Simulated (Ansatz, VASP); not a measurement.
**GeF2 (1T-GeF2 monolayer) in two plane-wave programs**

One calculation is typed for both programs; each brings its own data sets. How far apart do they land? The structure shown is the start of the Ansatz relaxation below; VASP solves that cell, so the two are compared at the walk's first step.

Calculated with Ansatz 0.2.0; plane waves, with VASP 6.6.1 beside it; single point at PBE.

**1. The starting structure**

The cell holds 3 atoms: 2 F and 1 Ge. Its edges and angles: a = 2.413 Å, b = 2.413 Å, c = 27.903 Å, α = 90.0°, β = 90.0°, γ = 120.0°. Vacuum lies along c. The height across the vacuum is the one that the program set for its solve, not the one typed.

**2. Ansatz: relaxation, PBE**

Ansatz runs on its default PAW (the set named soft_2) files.

The two programs are compared at the cell with which this relaxation starts, whose forces are those of its first step.

input.yaml reads:

```yaml
crystal:
  lattice:
    - [2.41304, 0.0, 0.0]
    - [-1.20652, 2.0897539403, 0.0]
    - [0.0, 0.0, 18.0513208612]
  atoms:
    - { symbol: F, position: [0.6666666667, 0.3333333333, 0.4431808654] }
    - { symbol: Ge, position: [0.0, 0.0, 0.5] }
    - { symbol: F, position: [0.3333333333, 0.6666666667, 0.5568191346] }
  periodic: [true, true, false]
kpoints:
  mp_grid: { grid: [15, 15, 1] }
hamiltonian:
  xc: pbe
scf:
  occupations: { method: fermi_dirac, width: 0.05 }
relax:
  f_tol: 0.01
  max_steps: 90
  cell: {}
```

Started as:

```console
ansatz run input.yaml --threads 4 --pin off --max-ram 8192MiB --backend cpu --events-out ev --progress --plain --runs-dir out
```

Numbers of over 12 decimals in the logs are rounded to 6 here.

Output:

```text
Warning: crystal.periodic: the lattice vector that does not repeat stood 0.000° off the slab's normal, 18.051 Å along it as the deck builds it. The run solves the slab on a vector along the normal, 27.903 Å long, with every atom where it was (on the deck's vector they left 16.00 Å outside them, and the widest stretch free of ions among them is 1.03 Å). A fractional position that the run reports is one of the run's ce [...]
crystal.periodic: the lattice vector that does not repeat stood 0.000° off the slab's normal, 18.051 Å along it as the deck builds it. The run solves the slab on a vector along the normal, 27.903 Å long, with every atom where it was (on the deck's vector they left 16.00 Å outside them, and the widest stretch free of ions among them is 1.03 Å). A fractional position that the run reports is one of the run's cell, which [...]
Engine: ansatz 0.2.0, aarch64-unknown-linux-gnu
Pseudopotentials: kind: paw
Pseudopotential: F, paw, valence charge 7, recommended cutoff 420 eV (normal), F.paw.azcp
Pseudopotential: Ge, paw, valence charge 14, recommended cutoff 420 eV (normal), Ge.paw.azcp
Functional definition: PBE
  parameter kappa = 0.804
  parameter beta = 0.066725
  exchange = pbe_x(kappa = kappa, mu = beta*pi^2/3)
  correlation = pbe_c(beta = beta)
Crystal: 3 atoms, lattice volume = 140.704 Å³
Basis set: ecut = 420 eV, 2655 PW (Γ), exchange–correlation on 36×36×384 points (8 copies of the dense FFT grid, shifted against one another)
Bands: 18, of which v1, the nominal top of the filled ones, is band 14 counted from 1 (13 counted from 0)
Symmetry: 12 space group operations
Space group: P-3m1 (ITA 164), of the structure as read, at distance tolerance 5.2e-5 Å
k-points: 27 of 225
Non-local potential: F, projectors of the file, l = 0: 2, l = 1: 2, l = 2: 1
Non-local potential: Ge, projectors of the file, l = 0: 2, l = 1: 2, l = 2: 3, l = 3: 1
PAW form: soft (Blöchl's): semilocal exchange-correlation on the pseudo side does not see the compensation charge
PAW one-centre angular grid: F, 110 points (default); XC on 64 Gauss nodes
PAW one-centre angular grid: Ge, 590 points (default); XC on 64 Gauss nodes
Initial density: superposition of atomic densities (neutral atoms: chi_scale 0, normalization atom), corrected by the library's trained network
Initial wavefunctions: pseudopotential atomic-orbital guess
Functional: x = pbe(κ = 0.804, μ = 0.219515), c = pbe(β = 0.066725)
SCF iter   1: F=—  HF=-5896.604855 eV  |F-HF|=—  |Δ(HF+E_count)|=         —  Δρ=1.57e-2  dr2=1.74e1  ethr=1.77e-3  ⟨swp⟩=12.5  Hψ=9533  notcnv=0  defer=9
automatic band count: the SCF goes on with 22 bands, as 18 were too few: the levels above may hold too much charge
preconditioner: auto → LDOS  [metal: Δε(μ)=0.063 eV  Ē_g=25.493 eV  σ=0.050 eV  W_gap=0.30  n_scr=18 (ndim 8)  ℏωp=16.6 eV  f_vac=0.821  D(μ)=1.96/eV (n_scr^D=14)  β→1.0]
[...]
SCF iter   4: F=—  HF=-5911.702002 eV  |F-HF|=—  |Δ(HF+E_count)|=   8.90e-8  Δρ=1.46e-5  dr2=2.02e-7  ethr=5.40e-9  ⟨swp⟩=2.6  Hψ=936  notcnv=0
SCF iter   5: F=-5911.702003 eV  HF=-5911.702003 eV  |F-HF|=3.62e-8  |Δ(HF+E_count)|=   1.79e-7  Δρ=2.97e-6  dr2=9.09e-9  ethr=6.78e-11  ⟨swp⟩=4.5  Hψ=2726  notcnv=0
SCF 24 converged in 5 iterations: F = -5911.702003 eV  dr2 = 9.09e-9
relax step  24: F+E_penalty+E_count = -5911.70200261 eV  Δ(F+E_penalty+E_count) = -2.759e-4 eV  max|allowed force component| = 1.843e-3 eV/Å  Δτ_max = 0.0053 Å  P = -0.007 N/m  Ω = 310.949 Å³  energy of the carried Pulay correction = -8.540e-3 eV  fix = [c, alpha, beta]  reactions: c -0.000 N/m  (5 SCF iters, dr2 threshold 1.90e-8 eV, accepted)
[...]
relax step  25: F+E_penalty+E_count = -5911.71161566 eV  Δ(F+E_penalty+E_count) = -9.613e-3 eV  max|allowed force component| = 1.177e-3 eV/Å  Δτ_max = 0.0000 Å  P = +0.074 N/m  Ω = 310.949 Å³  fix = [c, alpha, beta]  reactions: c +0.000 N/m  stress off target by 7.37e-2 N/m on what of the cell is left free  SCF on the basis re-selected at this cell (its energy is not comparable with the rows above)  (8 SCF iters)
[...]
relax step  26: F+E_penalty+E_count = -5911.71124832 eV  Δ(F+E_penalty+E_count) = +3.673e-4 eV  max|allowed force component| = 4.475e-4 eV/Å  Δτ_max = 0.0039 Å  P = -0.003 N/m  Ω = 311.881 Å³  energy of the carried Pulay correction = -4.477e-4 eV  fix = [c, alpha, beta]  reactions: c -0.000 N/m  (5 SCF iters, dr2 threshold 9.35e-9 eV, accepted)
[...]
relax step  27: F+E_penalty+E_count = -5911.71172452 eV  Δ(F+E_penalty+E_count) = -4.762e-4 eV  max|allowed force component| = 4.570e-4 eV/Å  Δτ_max = 0.0000 Å  P = +0.001 N/m  Ω = 311.881 Å³  fix = [c, alpha, beta]  reactions: c +0.000 N/m  stress off target by 7.47e-4 N/m on what of the cell is left free  SCF on the basis re-selected at this cell (its energy is not comparable with the rows above)  (6 SCF iters)
basis re-selected at this cell: Δ(F+E_penalty+E_count) = -4.762e-4 eV, ΔP = +0.004 N/m vs the last step (what re-selecting the basis moved, of the pressure what is left beyond the Pulay correction that the steps carried, after the strain that the cell walked since its last selection, with what the two solves' SCF thresholds leave and, on support functions, any second-order correction that the steps lacked; it is no measure of the basis error at this ecutwfc). The dense FFT grid was sized anew with the basis: this SCF ran on 25×25×192 points, the steps before it on 24×24×192, so part of this shift can come from that change (see relax.cell in the input reference). [rest of the remark cut]
SCF converged after 6 iterations
Free energy (F): -5911.711725 eV
Harris-Foulkes:  -5911.711724 eV  (|F-HF|=3.24e-8)
Internal energy: -5911.711725 eV  (E = F + TS)
E sigma→0 (E₀):  -5911.711725 eV
Fermi energy:    -5.490157 eV
--- Per-component energies (eV) ---
  E_band       = -567.713105
  E_kinetic    = 518.511711
  E_local      = -41836.607012  (includes V_loc(G=0)·N_el)
  E_nonlocal   = 557.231556
  E_hartree    = 20443.711602
  E_xc         = -233.923674
  E_vxc        = -266.936308  (∫ρ·V_xc dr)
  E_paw        = -2411.102407  (= ΣΔE_a)
  E_vpaw       = -427.341034  (= ΣTr[D̂ρ^β])
  E_aug_tail   = 0.004585  (compensation charges beyond the density's cutoff)
  E_ewald      = 17050.461914
  E_smearing   = -0.000000  (= −TS)
  E_closure    = -0.000000  (closes the sum)
  Σ components = -5911.711725   (vs F -5911.711725, Δ=0.00e0)
--- Forces (eV/Å), atoms counted from 1 ---
  atom   1  F     -0.00000000     0.00000000     0.00045697
  atom   2  Ge     0.00000000    -0.00000000     0.00000000
  atom   3  F      0.00000000    -0.00000000    -0.00045697
  max |Σ_I F_I| component: 4.63e-18 eV/Å
--- 2D stress c σ (N/m, compression-positive) ---
        0.000747      -0.000000       0.000000
       -0.000000       0.000747       0.000000
        0.000000       0.000000       0.000000
  P = ½ c Tr σ = 0.0007 N/m
--- Relaxed structure (22 steps of the walk, 22 accepted, 5 SCFs on fresh bases) ---
  F+E_penalty+E_count = -5911.71172452 eV   max|allowed force component| = 4.570e-4 eV/Å   (the final SCF, on the basis selected at the relaxed cell)
  cell:  # Å, volume = 311.8809 Å³
    - [3.592580, 0, 0]
    - [-1.796290, 3.111265, 0]
    - [0, 0, 27.902642]
  atoms:
    - { symbol: F, position: [0.666667, 0.333333, 0.288479] }
    - { symbol: Ge, position: [0, 0, 0.323470] }
    - { symbol: F, position: [0.333333, 0.666667, 0.358460] }
```

**3. VASP: single point, PBE, start cell**

The same cell, functional, mesh and smearing now go to VASP, with its own data sets.

Lines of VASP's logs that name or quote its potential files are left out, and so is its time.

INCAR reads:

```
SYSTEM = GeF2
PREC = Accurate
ENCUT = 520
EDIFF = 1E-06
NELM = 120
ISMEAR = -1
SIGMA = 0.05
LREAL = .FALSE.
ALGO = Normal
GGA = PE
NBANDS = 20
LORBIT = 11
LWAVE = .FALSE.
LCHARG = .FALSE.
ISIF = 2
LDIPOL = .TRUE.
IDIPOL = 3
DIPOL = 0.5 0.5 0.323
LVHAR = .TRUE.
LASPH = .TRUE.
GGA_COMPAT = .FALSE.
EFERMI = MIDGAP
NELMDL = -8
```

POSCAR reads:

```
GeF2
1.0
    2.4130400000      0.0000000000      0.0000000000
   -1.2065200000      2.0897540000      0.0000000000
    0.0000000000      0.0000000000     27.9026420000
F Ge
2 1
Direct
    0.6666667464      0.3333334928      0.2867112010
    0.3333332536      0.6666665072      0.3602282895
    0.0000000000      0.0000000000      0.3234697273
```

KPOINTS reads:

```
Automatic mesh
0
Gamma
15 15 1
0 0 0
```

Potentials, in the order of the species: F and Ge_d (PBE family, release 64).

Started as:

```console
mpirun -np 1 vasp_std
```

Output:

```text
[banner, memory and clock lines left out]
running    1 mpi-ranks, on    1 nodes
 distrk:  each k-point on    1 cores,    1 groups
 distr:  one band on    1 cores,    1 groups

 POSCAR found type information on POSCAR F Ge
 POSCAR found :  2 types and       3 ions
 LDA part: xc-table for (Slater+PW92), standard interpolation
 POSCAR, INCAR and KPOINTS ok, starting setup
 FFT: planning ... GRIDC
 FFT: planning ... GRID_SOFT
 FFT: planning ... GRID
 WAVECAR not read
 entering main loop
       N       E                     dE             d eps       ncg     rms          rms(c)
DAV:   1     0.312738354958E+03    0.31274E+03   -0.14887E+04  1324   0.194E+03
DAV:   2     0.388871458680E+02   -0.27385E+03   -0.26237E+03  1328   0.555E+02
DAV:   3     0.159910426488E+01   -0.37288E+02   -0.36361E+02  1492   0.156E+02
DAV:   4     0.351517027327E+00   -0.12476E+01   -0.12441E+01  1528   0.324E+01
DAV:   5     0.315977760296E+00   -0.35539E-01   -0.35536E-01  1532   0.500E+00
DAV:   6     0.315531992785E+00   -0.44577E-03   -0.44575E-03  1596   0.453E-01
DAV:   7     0.315515939619E+00   -0.16053E-04   -0.16053E-04  1536   0.772E-02
DAV:   8     0.315515527594E+00   -0.41202E-06   -0.41199E-06  1584   0.108E-02    0.116E+01
DAV:   9     0.196415328730E+01    0.16486E+01   -0.52058E+00  1556   0.302E+01    0.538E+00
DAV:  10     0.201756588548E+01    0.53413E-01   -0.52567E-01  1344   0.746E+00    0.257E+00
DAV:  11     0.202883994425E+01    0.11274E-01   -0.10199E-01  1396   0.490E+00    0.717E-01
DAV:  12     0.203591206737E+01    0.70721E-02   -0.28692E-02  1368   0.180E+00    0.135E-01
DAV:  13     0.203553541456E+01   -0.37665E-03   -0.16996E-03  1436   0.774E-01    0.796E-02
DAV:  14     0.203551335609E+01   -0.22058E-04   -0.25849E-04  1536   0.200E-01    0.269E-02
DAV:  15     0.203547180362E+01   -0.41552E-04   -0.38658E-05  1624   0.124E-01    0.128E-02
DAV:  16     0.203531921476E+01   -0.15259E-03   -0.95895E-05  1516   0.112E-01    0.629E-03
DAV:  17     0.203519830281E+01   -0.12091E-03   -0.68714E-05  1364   0.282E-02    0.315E-03
DAV:  18     0.203513836803E+01   -0.59935E-04   -0.21697E-05  1148   0.177E-02    0.225E-03
DAV:  19     0.203510237086E+01   -0.35997E-04   -0.11055E-05  1076   0.285E-02    0.191E-03
DAV:  20     0.203508265321E+01   -0.19718E-04   -0.69222E-06  1052   0.163E-02    0.795E-04
DAV:  21     0.203507272381E+01   -0.99294E-05   -0.30942E-06   948   0.681E-03    0.743E-04
DAV:  22     0.203506785664E+01   -0.48672E-05   -0.17342E-06   940   0.333E-03    0.465E-04
DAV:  23     0.203506572927E+01   -0.21274E-05   -0.91211E-07   876   0.175E-03    0.287E-04
DAV:  24     0.203506516894E+01   -0.56033E-06   -0.21203E-07   964   0.101E-03
   1 F= 0.20350652E+01 E0= 0.20380502E+01  d E =-.597014E-02
```

Parts of OUTCAR (step 3):

```text
ion  position               nearest neighbor table
   1  0.667  0.333  0.287-   3 1.73   3 1.73   3 1.73
   2  0.333  0.667  0.360-   3 1.73   3 1.73   3 1.73
   3  0.000  0.000  0.323-   1 1.73   1 1.73   1 1.73   2 1.73   2 1.73   2 1.73

  LATTYP: Found a hexagonal cell.
 ALAT       =     2.4130400000
 C/A-ratio  =    11.5632737128

 Subroutine GETGRP returns: Found 12 space group operations
 (whereof  6 operations were pure point group operations)

The static configuration has the point symmetry C_3v.
 The point group associated with its full space group is D_3d.

 Found     27 irreducible k-points:

   k-points           NKPTS =     27   k-points in BZ     NKDIM =     27   number of bands    NBANDS=     20

   dimension x,y,z NGX =    18 NGY =   18 NGZ =  210
   dimension x,y,z NGXF=    36 NGYF=   36 NGZF=  420

   ENCUT  =  520.0 eV  38.22 Ry    6.18 a.u.   4.49  4.49 51.88*2*pi/ulx,y,z

   NELECT =      28.0000    total number of electrons

 k-points in reciprocal lattice and weights: Automatic mesh
   0.00000000  0.00000000  0.00000000       0.004
   0.06666667  0.00000000  0.00000000       0.027
   0.13333333  0.00000000  0.00000000       0.027
   0.20000000  0.00000000  0.00000000       0.027
   0.26666667  0.00000000  0.00000000       0.027
   0.33333333  0.00000000  0.00000000       0.027
   0.40000000  0.00000000  0.00000000       0.027
   0.46666667  0.00000000  0.00000000       0.027
   0.06666667  0.06666667  0.00000000       0.027
[...]
0.33333333  0.26666667  0.00000000       0.053
   0.33333333  0.33333333  0.00000000       0.009

 dipolmoment           0.000000      0.000000     -0.000005 electrons x Angstroem

 average (electrostatic) potential at core
       1 -86.7576       2 -86.7577       3 -83.7396

 E-fermi :   1.1495

 k-point     1 :       0.0000    0.0000    0.0000
  band No.  band energies     occupation
    ...
     11     -11.1675      2.00000
     12     -10.7234      2.00000
     13     -10.7234      2.00000
     14      -3.2396      2.00000
     15       0.5179      1.99999
     16       1.2703      0.16388
     17       1.5722      0.00043
     18       2.6243      0.00000
     19       2.7227      0.00000
     20       3.2335      0.00000

 k-point     2 :       0.0667    0.0000    0.0000
  band No.  band energies     occupation
    ...
     11     -11.2718      2.00000
     12     -10.9738      2.00000
     13     -10.7265      2.00000
     14      -2.9750      2.00000
     15       0.7570      1.99922
     16       1.4068      0.01158
     17       1.8083      0.00000
     18       2.7721      0.00000
     19       2.8781      0.00000
     20       3.3800      0.00000

 k-point     3 :       0.1333    0.0000    0.0000
  band No.  band energies     occupation
    ...
     10     -11.9922      2.00000
     11     -11.6314      2.00000
     12     -11.5410      2.00000
     13     -10.7568      2.00000
     14      -2.3169      2.00000
     15       1.3385      0.04467
     16       1.8097      0.00000
     17       2.5116      0.00000
     18       3.2141      0.00000
     19       3.3478      0.00000
    ...

  Total       44.7051358     44.7051383     44.5673287      0.0000000      0.0000000      0.0000000
  in kB      509.0529835    509.0530125    507.4837880      0.0000000      0.0000000      0.0000000
  external PRESSURE =     508.5299280 kB  Pullay stress =       0.0000000 kB

  energy-cutoff  :      520.00
  volume of cell :      140.70
      direct lattice vectors                 reciprocal lattice vectors
     2.413040000  0.000000000  0.000000000     0.414415012  0.239262612  0.000000000
    -1.206520000  2.089754000  0.000000000     0.000000000  0.478525224  0.000000000
     0.000000000  0.000000000 27.902642000     0.000000000  0.000000000  0.035838900

 POSITION                                       TOTAL-FORCE (eV/Angst)
 -----------------------------------------------------------------------------------
      1.20652      0.69658      8.00000         0.000000      0.000000    -21.800545
      0.00000      1.39317     10.05132        -0.000000      0.000000     21.800545
      0.00000      0.00000      9.02566         0.000000     -0.000000      0.000000
 -----------------------------------------------------------------------------------
    total drift:                                0.000001     -0.000001     -0.003348

  FREE ENERGIE OF THE ION-ELECTRON SYSTEM (eV)
  ---------------------------------------------------
  free  energy   TOTEN  =         2.0350651689 eV

  energy  without entropy=        2.0410353060  energy(sigma->0) =        2.03805024

 vacuum level on the upper side and lower side of the slab         2.791         2.791

 total charge
# of ion       s       p       d       tot
------------------------------------------
    1        1.827   4.534   0.000   6.361
    2        1.827   4.534   0.000   6.361
    3        1.387   1.475  10.756  13.619
--------------------------------------------------
tot          5.041  10.543  10.756  26.340

[... 3 further parts left out ...]
```

**4. Comparison**

Known differences besides the potentials themselves: Ansatz cuts the interaction across the vacuum, VASP repeats the sheet with a dipole correction; the cutoff is 420 eV in Ansatz and 520 eV in VASP. Total energies have different zeros and are not compared.

Forces (eV/Å; atoms numbered as in POSCAR):

| atom | Ansatz x, y, z | VASP x, y, z |
| --- | --- | --- |
| F1 | 0.000, 0.000, -21.512 | 0.000, 0.000, -21.801 |
| F2 | 0.000, 0.000, 21.512 | 0.000, 0.000, 21.801 |
| Ge3 | 0.000, 0.000, 0.000 | 0.000, 0.000, 0.000 |

The forces differ by 136 meV/Å r.m.s., which is 1.3 % of the r.m.s. force of 10.277 eV/Å (both taken over all components). With vacuum in the cell, a pressure given here is an average over mostly empty space and none of the material.

**5. Summary of results**

* r.m.s. force difference (single point, PBE, start cell): 1.3 % of the r.m.s. force

In words: The r.m.s. force difference is 1.3 % of the r.m.s. force (single point, PBE, start cell), within the 3 % picked in this series as the mark of a large difference. Such differences can come from data sets, numerical settings and the points named under the comparisons, not from the functional's error against experiment.

[Lines on the potential files, build, host, timing and source positions are cut from VASP's logs without a mark.]

[Logs are printed without paths, hosts, clocks, repeated set-up lines and the standing remarks that a program may print on its own settings, such as how far it seeks lower states.]

[Hosts, paths, dates, database ids (printed as entryN), source tags and the programs' standing remarks are cut or masked in the printed files.]
